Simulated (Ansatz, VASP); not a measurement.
# SiO2 in two plane-wave programs, part 2 of 3

Aim: how closely do two programs agree when they are given the same cell, functional and k mesh? The cell is taken from a series of runs on this material, whose earlier steps may have relaxed, scaled, displaced or heated it; both programs get it as it stands.

VASP 6.6.1 and Ansatz 0.2.0.

So far: The structure; VASP: zone-centre phonons, LDA.

### Step 2. VASP: zone-centre phonons, LDA (continued)

Level of this step: LDA; plane waves and PAW (O, Si) (VASP).

OUTCAR, selected parts (step 2):

```text
ion  position               nearest neighbor table
   1  0.696  0.696  0.000-   5 1.74   5 1.74   6 1.76
   2  0.196  0.804  0.500-   6 1.74   6 1.74   5 1.76
   3  0.304  0.304  0.000-   5 1.74   5 1.74   6 1.76
   4  0.804  0.196  0.500-   6 1.74   6 1.74   5 1.76
   5  0.500  0.500  0.500-   1 1.74   3 1.74   1 1.74   3 1.74   2 1.76   4 1.76
   6  0.000  0.000  0.000-   2 1.74   4 1.74   2 1.74   4 1.74   3 1.76   1 1.76

  LATTYP: Found a simple tetragonal cell.
 ALAT       =     4.0895990294
 C/A-ratio  =     0.6448439665

 Subroutine GETGRP returns: Found 16 space group operations
 (whereof  8 operations were pure point group operations)

The static configuration has the point symmetry D_2h.
 The point group associated with its full space group is D_4h.

 Found     75 irreducible k-points:

   k-points           NKPTS =     75   k-points in BZ     NKDIM =     75   number of bands    NBANDS=     22

   dimension x,y,z NGX =    36 NGY =   36 NGZ =   24
   dimension x,y,z NGXF=    72 NGYF=   72 NGZF=   48

   ENCUT  =  600.0 eV  44.10 Ry    6.64 a.u.   8.17  8.17  5.27*2*pi/ulx,y,z

   NELECT =      32.0000    total number of electrons

 k-points in reciprocal lattice and weights: Automatic mesh
   0.00000000  0.00000000  0.00000000       0.002
   0.12500000  0.00000000  0.00000000       0.008
   0.25000000  0.00000000  0.00000000       0.008
   0.37500000  0.00000000  0.00000000       0.008
   0.50000000  0.00000000  0.00000000       0.004
   0.12500000  0.12500000  0.00000000       0.008
   0.25000000  0.12500000  0.00000000       0.016
   0.37500000  0.12500000  0.00000000       0.016
   0.50000000  0.12500000  0.00000000       0.008
[...]
0.50000000  0.37500000  0.50000000       0.008
   0.50000000  0.50000000  0.50000000       0.002

[...]
2     0.31807     3.75857     0.00000
    3     0.00000     0.00000     4.00194

 Eigenvectors and eigenvalues of the dynamical matrix
 ----------------------------------------------------

   1 f  =   30.133656 THz   189.335346 2PiTHz 1005.150578 cm-1   124.622732 meV
             X         Y         Z           dx          dy          dz
      2.845648  2.845648  0.000000     0.353553    0.353553   -0.000000
      0.800849  3.288750  1.318577    -0.353553    0.353553    0.000000
      1.243951  1.243951  0.000000    -0.353553   -0.353553    0.000000
      3.288750  0.800849  1.318577     0.353553   -0.353553   -0.000000
      2.044800  2.044800  1.318577    -0.000000   -0.000000   -0.000000
      0.000000  0.000000  0.000000     0.000000    0.000000   -0.000000

   2 f  =   25.884995 THz   162.640223 2PiTHz  863.430506 cm-1   107.051691 meV
             X         Y         Z           dx          dy          dz
      2.845648  2.845648  0.000000     0.119413   -0.139736    0.000000
      0.800849  3.288750  1.318577    -0.368671    0.375746   -0.000000
      1.243951  1.243951  0.000000     0.119413   -0.139736    0.000000
      3.288750  0.800849  1.318577    -0.368671    0.375746   -0.000000
      2.044800  2.044800  1.318577    -0.052042    0.075521   -0.000000
      0.000000  0.000000  0.000000     0.428262   -0.431744    0.000000

   3 f  =   25.884995 THz   162.640223 2PiTHz  863.430506 cm-1   107.051691 meV
             X         Y         Z           dx          dy          dz
      2.845648  2.845648  0.000000    -0.375746   -0.368671    0.000000
      0.800849  3.288750  1.318577     0.139736    0.119413   -0.000000
      1.243951  1.243951  0.000000    -0.375746   -0.368671   -0.000000
      3.288750  0.800849  1.318577     0.139736    0.119413    0.000000
      2.044800  2.044800  1.318577     0.431744    0.428262    0.000000
      0.000000  0.000000  0.000000    -0.075521   -0.052042   -0.000000

   4 f  =   24.214812 THz   152.146152 2PiTHz  807.719191 cm-1   100.144371 meV
             X         Y         Z           dx          dy          dz
      2.845648  2.845648  0.000000    -0.000000    0.000000    0.444726
      0.800849  3.288750  1.318577     0.000000   -0.000000   -0.444726
      1.243951  1.243951  0.000000    -0.000000    0.000000    0.444726
      3.288750  0.800849  1.318577     0.000000   -0.000000   -0.444726
      2.044800  2.044800  1.318577    -0.000000    0.000000   -0.323169
      0.000000  0.000000  0.000000    -0.000000    0.000000    0.323169

   5 f  =   24.029757 THz   150.983417 2PiTHz  801.546418 cm-1    99.379045 meV
             X         Y         Z           dx          dy          dz
      2.845648  2.845648  0.000000     0.353553    0.353553    0.000000
      0.800849  3.288750  1.318577     0.353553   -0.353553   -0.000000
      1.243951  1.243951  0.000000    -0.353553   -0.353553   -0.000000
      3.288750  0.800849  1.318577    -0.353553    0.353553    0.000000
      2.044800  2.044800  1.318577    -0.000000   -0.000000   -0.000000
      0.000000  0.000000  0.000000    -0.000000    0.000000    0.000000

   6 f  =   20.939039 THz   131.563860 2PiTHz  698.451151 cm-1    86.596867 meV
             X         Y         Z           dx          dy          dz
      2.845648  2.845648  0.000000    -0.000000   -0.000000    0.341918
      0.800849  3.288750  1.318577     0.000000   -0.000000    0.341918
      1.243951  1.243951  0.000000    -0.000000   -0.000000    0.341918
      3.288750  0.800849  1.318577     0.000000   -0.000000    0.341918
      2.044800  2.044800  1.318577    -0.000000   -0.000000   -0.515930
      0.000000  0.000000  0.000000     0.000000    0.000000   -0.515930

   7 f  =   19.701343 THz   123.787189 2PiTHz  657.166065 cm-1    81.478171 meV
             X         Y         Z           dx          dy          dz
      2.845648  2.845648  0.000000     0.227505    0.175798   -0.000000
      0.800849  3.288750  1.318577    -0.145384   -0.016821    0.000000
      1.243951  1.243951  0.000000     0.227505    0.175798    0.000000
      3.288750  0.800849  1.318577    -0.145384   -0.016821   -0.000000
      2.044800  2.044800  1.318577     0.484051    0.162088   -0.000000
      0.000000  0.000000  0.000000    -0.607984   -0.402010   -0.000000

   8 f  =   19.701343 THz   123.787189 2PiTHz  657.166065 cm-1    81.478171 meV
             X         Y         Z           dx          dy          dz
      2.845648  2.845648  0.000000     0.016821   -0.145384   -0.000000
      0.800849  3.288750  1.318577    -0.175798    0.227505   -0.000000
      1.243951  1.243951  0.000000     0.016821   -0.145384    0.000000
      3.288750  0.800849  1.318577    -0.175798    0.227505    0.000000
      2.044800  2.044800  1.318577     0.402010   -0.607984   -0.000000
      0.000000  0.000000  0.000000    -0.162088    0.484051    0.000000

   9 f  =   18.542722 THz   116.507356 2PiTHz  618.518617 cm-1    76.686500 meV
             X         Y         Z           dx          dy          dz
      2.845648  2.845648  0.000000    -0.000000   -0.000000   -0.117098
      0.800849  3.288750  1.318577     0.000000    0.000000    0.697344
      1.243951  1.243951  0.000000    -0.000000   -0.000000    0.117098
      3.288750  0.800849  1.318577    -0.000000   -0.000000   -0.697344
      2.044800  2.044800  1.318577    -0.000000   -0.000000   -0.000000
      0.000000  0.000000  0.000000     0.000000    0.000000   -0.000000

  10 f  =   18.542722 THz   116.507356 2PiTHz  618.518617 cm-1    76.686500 meV
             X         Y         Z           dx          dy          dz
      2.845648  2.845648  0.000000     0.000000   -0.000000   -0.697344
      0.800849  3.288750  1.318577    -0.000000   -0.000000   -0.117098
      1.243951  1.243951  0.000000    -0.000000    0.000000    0.697344
      3.288750  0.800849  1.318577     0.000000    0.000000    0.117098
      2.044800  2.044800  1.318577    -0.000000   -0.000000    0.000000
      0.000000  0.000000  0.000000     0.000000    0.000000   -0.000000

  11 f  =   18.465223 THz   116.020416 2PiTHz  615.933530 cm-1    76.365991 meV
             X         Y         Z           dx          dy          dz
      2.845648  2.845648  0.000000     0.353553   -0.353553    0.000000
      0.800849  3.288750  1.318577    -0.353553   -0.353553    0.000000
      1.243951  1.243951  0.000000    -0.353553    0.353553   -0.000000
      3.288750  0.800849  1.318577     0.353553    0.353553   -0.000000
      2.044800  2.044800  1.318577     0.000000   -0.000000   -0.000000
      0.000000  0.000000  0.000000    -0.000000    0.000000    0.000000

  12 f  =   14.604238 THz    91.761132 2PiTHz  487.144935 cm-1    60.398247 meV
             X         Y         Z           dx          dy          dz
      2.845648  2.845648  0.000000     0.347844   -0.348589   -0.000000
      0.800849  3.288750  1.318577     0.194497    0.195827   -0.000000
      1.243951  1.243951  0.000000     0.347844   -0.348589    0.000000
      3.288750  0.800849  1.318577     0.194497    0.195827    0.000000
      2.044800  2.044800  1.318577    -0.414290    0.132322   -0.000000
      0.000000  0.000000  0.000000    -0.404727    0.098372   -0.000000

  13 f  =   14.604238 THz    91.761132 2PiTHz  487.144935 cm-1    60.398247 meV
             X         Y         Z           dx          dy          dz
      2.845648  2.845648  0.000000    -0.195827    0.194497    0.000000
      0.800849  3.288750  1.318577     0.348589    0.347844    0.000000
      1.243951  1.243951  0.000000    -0.195827    0.194497   -0.000000
      3.288750  0.800849  1.318577     0.348589    0.347844   -0.000000
      2.044800  2.044800  1.318577    -0.098372   -0.404727   -0.000000
      0.000000  0.000000  0.000000    -0.132322   -0.414290   -0.000000
    [... 43 further lines ...]
      2.044800  2.044800  1.318577     0.000000    0.000000   -0.483546
      0.000000  0.000000  0.000000     0.000000    0.000000   -0.483546

 MACROSCOPIC STATIC DIELECTRIC TENSOR IONIC CONTRIBUTION
 ------------------------------------------------------
           6.375727    -0.000000    -0.000000
          -0.000000     6.375727    -0.000000
          -0.000000    -0.000000     4.898008
 ------------------------------------------------------

 ELASTIC MODULI CONTR FROM IONIC RELAXATION (kBar)
 Direction    XX          YY          ZZ          XY          YZ          ZX
 --------------------------------------------------------------------------------
 XX       -1059.8504    624.7221    -89.7677      0.0000      0.0000     -0.0000
 YY         624.7221  -1059.8504    -89.7677     -0.0000     -0.0000      0.0000
 ZZ         -89.7677    -89.7677    -37.0384      0.0000      0.0000     -0.0000
 XY           0.0000      0.0000     -0.0000     -0.9321      0.0000      0.0000
 YZ           0.0000     -0.0000      0.0000      0.0000   -116.1261     -0.0000
 ZX          -0.0000      0.0000     -0.0000      0.0000     -0.0000   -139.6876
 --------------------------------------------------------------------------------

 PIEZOELECTRIC TENSOR IONIC CONTR  for field in x, y, z        (C/m^2)
          XX          YY          ZZ          XY          YZ          ZX
  --------------------------------------------------------------------------------
  x    -0.00000    -0.00000     0.00000    -0.00000    -0.00000     0.00000
  y     0.00000     0.00000     0.00000    -0.00000     0.00000     0.00000
  z    -0.00000    -0.00000    -0.00000     0.00000     0.00000    -0.00000
```

(Continued in part 3 of 3.)

[Lines on the potential files, build, host, timing and source positions are cut from VASP's logs without a mark.]

[Logs are printed without paths, hosts, clocks, repeated set-up lines and the standing remarks that a program may print on its own settings, such as how far it seeks lower states.]

[Hosts, paths, dates, database ids (printed as entryN), source tags and the programs' standing remarks are cut or masked in the printed files.]
